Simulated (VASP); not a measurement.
An input for Quantum ESPRESSO's pw.x (written as the equivalent of a VASP run, and not itself run):

```
&CONTROL
  calculation = 'vc-relax'
  pseudo_dir = './pseudo'
  outdir = './out'
  tprnfor = .true.
  tstress = .true.
  nstep = 40
  forc_conv_thr = 0.00078
/
&SYSTEM
  ibrav = 0
  nat = 4
  ntyp = 2
  ecutwfc = 82.3
  occupations = 'smearing'
  smearing = 'methfessel-paxton'
  degauss = 0.00735
  input_dft = 'pbesol'
/
&ELECTRONS
  conv_thr = 7.3e-08
  electron_maxstep = 100
/
&IONS
/
&CELL
  press = 50
/
ATOMIC_SPECIES
  Pb 207.200 Pb.upf
  Te 127.600 Te.upf
CELL_PARAMETERS angstrom
     4.4740504    0.0000000    0.0000000
    -2.2370252    3.8746410    0.0000000
     0.0000000    0.0000000    7.8473079
ATOMIC_POSITIONS crystal
  Pb   0.0000000  0.0000000  0.0000000
  Pb   0.0000000  0.0000000  0.5000000
  Te   0.3333330  0.6666670  0.2500000
  Te   0.6666670  0.3333330  0.7500000
K_POINTS automatic
  8 8 4 0 0 0
```

Problem. Translate this input to VASP (INCAR, KPOINTS, POSCAR, choice of POTCAR).

Solution. This is not unique; one that fits is 
KPOINTS:
```
Automatic mesh
0
Gamma
8 8 4
0 0 0
```

File POSCAR:
```
PbTe
1
    4.4740503971     0.0000000000     0.0000000000
   -2.2370251986     3.8746410490     0.0000000000
    0.0000000000     0.0000000000     7.8473079154
Pb Te
2 2
Direct
  0.0000000000   0.0000000000   0.0000000000
  0.0000000000   0.0000000000   0.5000000000
  0.3333330000   0.6666670000   0.2500000000
  0.6666670000   0.3333330000   0.7500000000
```

### INCAR
```
# general
SYSTEM  = PbTe
PREC    = Accurate
ENCUT   = 500
LREAL   = F
LASPH   = T

# electronic loop
EDIFF   = 1E-6
NELM    = 100
ALGO    = Normal
LMAXMIX = 4

# smearing
ISMEAR  = 1
SIGMA   = 0.1

# functional
GGA     = PS

# ions
IBRION  = 2
NSW     = 40
ISIF    = 3
EDIFFG  = -0.02
PSTRESS = 50

# output
LWAVE   = F
LCHARG  = F
```

POTCAR, in this order: Pb_d Te (PBE.64 set). Program: vasp_std.

What does not carry over: the potentials are each code's own (VASP's PAW set, PseudoDojo norm-conserving files in pw.x), so ENCUT and ecutwfc are chosen apart and not converted; conv_thr bounds pw.x's estimated SCF error, while EDIFF bounds the energy change between steps; forc_conv_thr acts on force components and is met together with etot_conv_thr.

The structure was generated: PbTe was put into the NiAs type type (P6_3/mmc), which need not be its known phase. This run relaxes it under an external pressure of 5 GPa. Symmetry was kept, so distortions that lower it aren't found.
